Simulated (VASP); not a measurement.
Calculation: PBE GGA, VASP's PBE PAW potentials (set 64) (plane waves; VASP).

A VASP calculation is set up with these files.

**POSCAR**
```
CoSi2
1
    0.0000000000     2.6535740000     2.7119450000
    2.6229830000     0.0000000000     2.7119450000
    2.6229830000     2.6535740000     0.0000000000
Co Si
1 2
Direct
  0.0000000000   0.0000000000   0.0000000000
  0.2500000000   0.2500000000   0.2500000000
  0.7399360000   0.7600640000   0.7600640000
```

KPOINTS:
```
Automatic mesh
0
Gamma
9 9 9
0 0 0
```

**INCAR**
```
NELM = 100   ! most electronic steps
ISMEAR = 1
SIGMA = 0.1   ! width (eV)
ENCUT = 800
ALGO = Normal   ! blocked Davidson
LCHARG = .False.
EDIFF = 1E-6   ! SCF stop (eV)
PREC = Accurate
LWAVE = .False.
LMAXMIX = 4   ! l cut-off of mixed one-centre charges
SYSTEM = CoSi2
ISIF = 2
GGA = PE   ! PBE
LREAL = .False.
LASPH = .True.
```

POTCAR, in this order: Co Si_sv_GW (PBE.64 set). Program: vasp_std.

Output of the run:

### OSZICAR
```
       N       E                     dE             d eps       ncg     rms          rms(c)
DAV:   1     0.730322217343E+03    0.73032E+03   -0.29466E+04 10452   0.797E+03
DAV:   2     0.154843295041E+03   -0.57548E+03   -0.56435E+03  8312   0.171E+03
DAV:   3     0.597277580259E+01   -0.14887E+03   -0.14743E+03  8516   0.481E+02
DAV:   4    -0.160720678114E+02   -0.22045E+02   -0.21956E+02 11508   0.231E+02
DAV:   5    -0.205090590166E+02   -0.44370E+01   -0.44368E+01 11932   0.140E+02    0.138E+01
DAV:   6    -0.236566824418E+02   -0.31476E+01   -0.36866E+01  8736   0.975E+01    0.168E+01
DAV:   7    -0.192604193086E+02    0.43963E+01   -0.15991E+01 10488   0.766E+01    0.220E+00
DAV:   8    -0.192945159037E+02   -0.34097E-01   -0.11811E+00 12712   0.916E+00    0.208E+00
DAV:   9    -0.192548055830E+02    0.39710E-01   -0.19640E-01 10840   0.648E+00    0.522E-01
DAV:  10    -0.192549059607E+02   -0.10038E-03   -0.15970E-02 10016   0.230E+00    0.135E-01
DAV:  11    -0.192548747880E+02    0.31173E-04   -0.26420E-03 13208   0.676E-01    0.531E-02
DAV:  12    -0.192549130025E+02   -0.38214E-04   -0.21494E-04 10128   0.190E-01    0.261E-02
DAV:  13    -0.192549124733E+02    0.52913E-06   -0.20782E-05  9828   0.965E-02    0.756E-03
DAV:  14    -0.192549133514E+02   -0.87808E-06   -0.46658E-06  8400   0.413E-02
   1 F= -.19254913E+02 E0= -.19254715E+02  d E =-.595892E-03
```

OUTCAR:
```
------------------------ aborting loop because EDIFF is reached ----------------------------------------
  FORCE on cell =-STRESS in cart. coord.  units (eV):
  Direction    XX          YY          ZZ          XY          YZ          ZX
  --------------------------------------------------------------------------------------
  Total        1.0639316      0.7360257      0.3460120      0.0000000      0.5073306      0.0000000
  in kB       45.1530137     31.2367628     14.6846708      0.0000000     21.5309958      0.0000000
  external PRESSURE =      30.3581491 kB  Pullay stress =       0.0000000 kB
  volume of cell :       37.75
      direct lattice vectors                 reciprocal lattice vectors
     0.000000000  2.653574000  2.711945000    -0.190622661  0.188425120  0.184369521
     2.622983000  0.000000000  2.711945000     0.190622661 -0.188425120  0.184369521
     2.622983000  2.653574000  0.000000000     0.190622661  0.188425120 -0.184369521
 POSITION                                       TOTAL-FORCE (eV/Angst)
 -----------------------------------------------------------------------------------
      0.00000      0.00000      0.00000         0.330013      0.000000      0.000000
      1.31149      1.32679      1.35597         0.184236      0.000000      0.000000
      3.98727      3.98036      4.06792        -0.514249      0.000000      0.000000
 -----------------------------------------------------------------------------------
    total drift:                                0.001265      0.000005      0.000005
  FREE ENERGIE OF THE ION-ELECTRON SYSTEM (eV)
  ---------------------------------------------------
  free  energy   TOTEN  =       -19.2549133514 eV

  energy  without entropy=      -19.2543174595  energy(sigma->0) =      -19.25471472
```
(Selected blocks of OUTCAR.)

The compound is CoSi2 in the fluorite structure. The cell was not relaxed at this level, atoms are displaced from their ideal sites. The run is one of a series of settings (ENCUT = 800, POTCAR Co Si_sv_GW (PBE.64 set) against the base run), some of them coarse on purpose. The run is not spin-polarised, so no magnetic state was tried. The electron count is odd and the run is not spin-polarised, which forces a metal.
